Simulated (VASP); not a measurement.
Input:

```
AlN
1.0
    0.00000     2.20543     2.20543
    2.20543     0.00000     2.20543
    2.20543     2.20543     0.00000
Al N
1 1
Direct
  0.00000   0.00000   0.00000
  0.25000   0.25000   0.25000
```

Computed with r2SCAN meta-GGA, VASP's PBE PAW potentials (set 64) (plane waves; VASP 6.6.1). Numerical set-up: 520 eV cut-off, 10×10×10 Γ-centred mesh, Gaussian smearing of 0.050 eV, potentials Al N.

Question: Give the stress tensor in GPa (positive for a compressed cell).

Answer: 
```
-5.99   0.00   0.00
 0.00  -5.99   0.00
 0.00   0.00  -5.99
```
The pressure is its mean diagonal, -5.99 GPa.

The compound is AlN in the zinc blende structure, a metastable form; wurtzite is the usual one. This cell is one point of a volume scan, at 1.03 of the reference volume.
